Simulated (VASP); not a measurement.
# GaGe (I-4m2) in VASP: further runs

The runs below take GaGe through single point, with LDA.

Program: VASP 6.6.1. These are calculated values, not measurements. Logs are shortened: lines on timing, memory, paths and dates and some standing lists are left out, and cuts for length are marked.

## Step 1: The cell of the first run

Symmetry: I-4m2, No. 119, tetragonal system. The conventional cell has a = 3.975 Å, b = 3.975 Å, c = 5.970 Å, α = 90.00°, β = 90.00°, γ = 90.00°. Around Ga (site symmetry -4m2) lie 4 Ge at 2.49 Å. Around Ge (site symmetry -4m2) lie 4 Ga at 2.49 Å.

The cell comes from a database or a generator and needn't be the stable form of this composition.

## Step 2: Single point, LDA (strain -0.030 along x and y, +0.030 along z, atoms carried along)

File INCAR:

```
PREC = Accurate
ENCUT = 520
EDIFF = 1E-7
ISMEAR = 0
SIGMA = 0.15
LREAL = F
LASPH = T
NELM = 100
ALGO = Fast
ISIF = 2
LWAVE = F
LCHARG = F
NBANDS = 20
```

File KPOINTS:

```
Automatic mesh
0
Gamma
  14 14 14
```

File POSCAR:

```
GaGe
1.0
    0.0000000000      2.8109086800      2.9847793200
    2.8109086800      0.0000000000      2.9847793200
    2.8109086800      2.8109086800      0.0000000000
Ga Ge
1 1
Direct
    0.7500000000      0.7500000000      0.7500000000
    0.0000000000      0.0000000000      0.0000000000
```

Potentials or basis: VASP PAW LDA potentials, release 64 (Ga_d, Ge_d).

On the command line:

```bash
> cat potpaw_LDA.64/Ga_d/POTCAR potpaw_LDA.64/Ge_d/POTCAR > POTCAR
> mpirun -np 1 vasp_std > vasp.out
```

OUTCAR:

```text
PREC = Accurate
   ENCUT = 520
   EDIFF = 1E-7
   ISMEAR = 0
   LREAL = F
   LASPH = T
   NELM = 100
   ISIF = 2

 ion  position               nearest neighbor table
   1  0.750  0.750  0.750-   2 2.49   2 2.49   2 2.49   2 2.49
   2  0.000  0.000  0.000-   1 2.49   1 2.49   1 2.49   1 2.49

  LATTYP: Found a body centered tetragonal cell.
 ALAT       =     3.9752251778
 C/A-ratio  =     1.5016906899

  Lattice vectors:

 A1 = (  -2.8109086800,   0.0000000000,   2.9847793200)
 A2 = (   2.8109086800,   0.0000000000,   2.9847793200)
 A3 = (   0.0000000000,   2.8109086800,  -2.9847793200)

Analysis of symmetry for initial positions (statically):
=====================================================================
 Subroutine PRICEL returns:
 Original cell was already a primitive cell.

 Routine SETGRP: Setting up the symmetry group for a
 body centered tetragonal supercell.

 Subroutine GETGRP returns: Found  8 space group operations
 (whereof  8 operations were pure point group operations)
 out of a pool of 16 trial point group operations.

The static configuration has the point symmetry D_2d.

Analysis of symmetry for dynamics (positions and initial velocities):
=====================================================================
 Subroutine PRICEL returns:
 Original cell was already a primitive cell.

 Routine SETGRP: Setting up the symmetry group for a
 body centered tetragonal supercell.

 Subroutine GETGRP returns: Found  8 space group operations
 (whereof  8 operations were pure point group operations)
 out of a pool of 16 trial point group operations.

The dynamic configuration has the point symmetry D_2d.

 Subroutine INISYM returns: Found  8 space group operations
 (whereof  8 operations are pure point group operations),
 and found     1 'primitive' translations

----------------------------------------------------------------------------------------

                                     Primitive cell

  volume of cell :      47.1667

  direct lattice vectors                    reciprocal lattice vectors
     0.000000000  2.810908680  2.984779320    -0.177878422  0.177878422  0.167516572
     2.810908680  0.000000000  2.984779320     0.177878422 -0.177878422  0.167516572
     2.810908680  2.810908680  0.000000000     0.177878422  0.177878422 -0.167516572

  length of vectors
     4.100014048  4.100014048  3.975225178     0.302230488  0.302230488  0.302230488

  position of ions in fractional coordinates (direct lattice)
     0.750000000  0.750000000  0.750000000
     0.000000000  0.000000000  0.000000000

  ion indices of the primitive-cell ions
   primitive index   ion index
                 1           1
                 2           2

----------------------------------------------------------------------------------------

 KPOINTS: Automatic mesh

Automatic generation of k-mesh.
 Grid dimensions read from file:
 generate k-points for:   14   14   14

 Generating k-lattice:

  Cartesian coordinates                     Fractional coordinates (reciprocal lattice)
    -0.012705602  0.012705602  0.011965469     0.071428571  0.000000000  0.000000000
     0.012705602 -0.012705602  0.011965469     0.000000000  0.071428571  0.000000000
     0.012705602  0.012705602 -0.011965469     0.000000000  0.000000000  0.071428571

  Length of vectors
     0.021587892  0.021587892  0.021587892

  Shift w.r.t. Gamma in fractional coordinates (k-lattice)
     0.000000000  0.000000000  0.000000000

 Subroutine IBZKPT returns following result:
 ===========================================

 Found    244 irreducible k-points:

 Following reciprocal coordinates:
            Coordinates               Weight
  0.000000  0.000000  0.000000      1.000000
  0.071429  0.000000  0.000000      8.000000
  0.142857  0.000000  0.000000      8.000000
  0.214286  0.000000  0.000000      8.000000
  0.285714  0.000000  0.000000      8.000000
  0.357143  0.000000  0.000000      8.000000
[... 16 lines left out ...]
  0.214286  0.142857  0.000000      8.000000
  0.285714  0.142857  0.000000      8.000000
 [... further k-points ...]
   k-points           NKPTS =    244   k-points in BZ     NKDIM =    244   number of bands    NBANDS=     20
   number of dos      NEDOS =    301   number of ions     NIONS =      2
   total plane-waves  NPLWV =  27000
   dimension x,y,z NGX =    30 NGY =   30 NGZ =   30
   dimension x,y,z NGXF=    60 NGYF=   60 NGZF=   60
   ions per type =               1   1
   NGX,Y,Z   is equivalent  to a cutoff of  12.16, 12.16, 12.55 a.u.
   NGXF,Y,Z  is equivalent  to a cutoff of  24.33, 24.33, 25.09 a.u.
 SYSTEM =  unknown system
   PREC   = accura    normal or accurate (medium, high low for compatibility)
   ISTART =      0    job   : 0-new  1-cont  2-samecut
   ICHARG =      2    charge: 1-file 2-atom 10-const
   ISPIN  =      1    spin polarized calculation?
   LNONCOLLINEAR =      F non collinear calculations
   LSORBIT =      F    spin-orbit coupling
   LASPH  =      T    aspherical Exc in radial PAW
   ENCUT  =  520.0 eV  38.22 Ry    6.18 a.u.   7.62  7.62  7.39*2*pi/ulx,y,z
   NELM   =    100;   NELMIN=  2; NELMDL= -5     # of ELM steps
   EDIFF  = 0.1E-06   stopping-criterion for ELM
   LREAL  =      F    real-space projection
   EDIFFG = 0.1E-05   stopping-criterion for IOM
   NSW    =      0    number of steps for IOM
   IBRION =     -1    ionic relax: 0-MD 1-quasi-New 2-CG
   NFREE  =      0    steps in history (QN), initial steepest desc. (CG)
   ISIF   =      2    stress and relaxation
   ISYM   =      2    0-nonsym 1-usesym 2-fastsym
   POTIM  = 0.5000    time-step for ionic-motion
   TEBEG  =    0.0;   TEEND  =   0.0 temperature during run
   PSTRESS=    0.0 pullay stress
   NELECT =      27.0000    total number of electrons
   NUPDOWN=      -1.0000    fix difference up-down
   EMIN   =  10.00;   EMAX   =-10.00  energy-range for DOS
   EFERMI =   0.00;   METHOD = LEGACY
   ISMEAR =     0;   SIGMA  =   0.15  broadening in eV -4-tet -1-fermi 0-gaus
   EFERMI_NEDOS =   21; number of points for ismear=-14 and -15
   IALGO  =     68    algorithm
   IMIX   =      4    mixing-type and parameters
     AMIX     =   0.40;   BMIX     =  1.00
     AMIX_MAG =   1.60;   BMIX_MAG =  1.00
  volume/ion in A,a.u.               =      23.58       159.15
  Fermi-wavevector in a.u.,A,eV,Ry     =   1.359307  2.568718 25.139692  1.847715
  Thomas-Fermi vector in A             =   2.486066
   LORBIT       =      0    0 simple, 1 ext, 2 COOP (PROOUT), +10 PAW based schemes
   GGA     = CA    functional components
   LHFCALC =     F    Hartree Fock is set to
   AEXX    =    0.0000 exact exchange contribution
   IVDW    =     0    specifies the selected vdW correction
   LEPSILON=     F    determine dielectric tensor
   LRPA    =     F    only Hartree local field effects (RPA)
 non-spin polarized calculation
 RMM-DIIS sequential band-by-band and
 Gauss-broadening in eV      SIGMA  =   0.15
  energy-cutoff  :      520.00
  volume of cell :       47.17
 maximum number of plane-waves:      1299
   NGX = 15   NGY = 15   NGZ = 15

 number of electron      26.9999989 magnetization

 Free energy of the ion-electron system (eV)
  ---------------------------------------------------
  ext. energy  EPLUGINS =         0.00000000
  ---------------------------------------------------
  free energy    TOTEN  =        -8.41987391 eV

  energy without entropy =       -8.40582297  energy(sigma->0) =       -8.41284844

 E-fermi :   2.9964     XC(G=0): -10.0407

 val. band max:        2.9890195145   @ k =  -0.0714   0.0714   0.0000
 cond. band min:       3.0041887825   @ k =   0.3571   0.0714   0.2143
 fundamental gap:      0.0151692680
 Fermi energy:         2.9963994495

 k-point     1 :       0.0000    0.0000    0.0000
  band No.  band energies     occupation
      1     -21.0222      2.00000
      2     -21.0108      2.00000
      3     -21.0108      2.00000
      4     -21.0010      2.00000
      5     -20.9852      2.00000
      6     -11.4368      2.00000
[... 12 lines left out ...]
     19      10.7587      0.00000
     20      13.3075      0.00000

 k-point     2 :       0.0714    0.0000    0.0000
  band No.  band energies     occupation
      1     -21.0221      2.00000
      2     -21.0108      2.00000
      3     -21.0107      2.00000
      4     -21.0010      2.00000
      5     -20.9851      2.00000
      6     -11.4365      2.00000
[... 12 lines left out ...]
     19      11.1294      0.00000
     20      12.8172      0.00000

 k-point     3 :       0.1429    0.0000    0.0000
  band No.  band energies     occupation
      1     -21.0217      2.00000
      2     -21.0107      2.00000
      3     -21.0104      2.00000
      4     -21.0010      2.00000
      5     -20.9849      2.00000
      6     -11.4374      2.00000
[... 12 lines left out ...]
     19      11.9053      0.00000
     20      12.4642      0.00000

 k-point     4 :       0.2143    0.0000    0.0000
  band No.  band energies     occupation
      1     -21.0211      2.00000
      2     -21.0106      2.00000
      3     -21.0099      2.00000
      4     -21.0009      2.00000
      5     -20.9846      2.00000
      6     -11.4418      2.00000
[... 12 lines left out ...]
     19      12.0898      0.00000
     20      12.7211      0.00000

 k-point     5 :       0.2857    0.0000    0.0000
  band No.  band energies     occupation
      1     -21.0205      2.00000
      2     -21.0105      2.00000
      3     -21.0094      2.00000
      4     -21.0008      2.00000
      5     -20.9842      2.00000
      6     -11.4480      2.00000
[... 12 lines left out ...]
     19      12.0239      0.00000
     20      13.0197      0.00000
[... 353 lines left out ...]
      6     -11.4327      2.00000
[... 12 lines left out ...]
     19      11.6536      0.00000
     20      13.1076      0.00000

 k-point    22 :       0.1429    0.1429    0.0000
  band No.  band energies     occupation
      1     -21.0229      2.00000
      2     -21.0099      2.00000
      3     -21.0099      2.00000
      4     -21.0004      2.00000
      5     -20.9854      2.00000
      6     -11.4467      2.00000
[... 12 lines left out ...]
     19      10.9173      0.00000
     20      12.2235      0.00000

 k-point    23 :       0.2143    0.1429    0.0000
  band No.  band energies     occupation
      1     -21.0230      2.00000
      2     -21.0095      2.00000
      3     -21.0094      2.00000
      4     -21.0002      2.00000
      5     -20.9854      2.00000
      6     -11.4508      2.00000
[... 12 lines left out ...]
     19      10.9988      0.00000
     20      13.0034      0.00000

 k-point    24 :       0.2857    0.1429    0.0000
  band No.  band energies     occupation
      1     -21.0228      2.00000
      2     -21.0092      2.00000
      3     -21.0089      2.00000
      4     -21.0000      2.00000
      5     -20.9853      2.00000
      6     -11.4544      2.00000
[... 12 lines left out ...]
     19      11.8831      0.00000
     20      13.6888      0.00000

 [... further k-points ...]

------------------------ aborting loop because EDIFF is reached ----------------------------------------

  FORCE on cell =-STRESS in cart. coord.  units (eV):
  Direction    XX          YY          ZZ          XY          YZ          ZX
  --------------------------------------------------------------------------------------
  -------------------------------------------------------------------------------------
  Total       -0.8561161     -0.8561161     -0.8031424      0.0000000      0.0000000      0.0000000
  in kB      -29.0808797    -29.0808797    -27.2814498      0.0000000      0.0000000      0.0000000
  external PRESSURE =     -28.4810697 kB  Pullay stress =       0.0000000 kB

 VOLUME and BASIS-vectors are now :
 -----------------------------------------------------------------------------
  energy-cutoff  :      520.00
  volume of cell :       47.17
      direct lattice vectors                 reciprocal lattice vectors
     0.000000000  2.810908680  2.984779320    -0.177878422  0.177878422  0.167516572
     2.810908680  0.000000000  2.984779320     0.177878422 -0.177878422  0.167516572
     2.810908680  2.810908680  0.000000000     0.177878422  0.177878422 -0.167516572

 POSITION                                       TOTAL-FORCE (eV/Angst)
 -----------------------------------------------------------------------------------
      4.21636      4.21636      4.47717        -0.000000     -0.000000      0.000000
      0.00000      0.00000      0.00000         0.000000      0.000000      0.000000
 -----------------------------------------------------------------------------------
    total drift:                                0.000001      0.000001     -0.000003

  FREE ENERGIE OF THE ION-ELECTRON SYSTEM (eV)
  ---------------------------------------------------
  free  energy   TOTEN  =        -8.4198739138 eV

  energy  without entropy=       -8.4058229700  energy(sigma->0) =       -8.41284844
```

Run time: 1.9 min. Hardware: 1 thread of Intel Xeon 6975P-C (Granite Rapids), shared host; peak memory 0.33 GiB.

What came out:

```
Free energy            : -8.4199 eV
Pressure               : -2.8 GPa
Band gap on the k mesh : none (metal or under the smearing width)
```

Stress tensor (GPa, compression positive):
```
-2.91  0.00  0.00
 0.00 -2.91  0.00
 0.00  0.00 -2.73
```

(Part 1 of 2 ends here.)
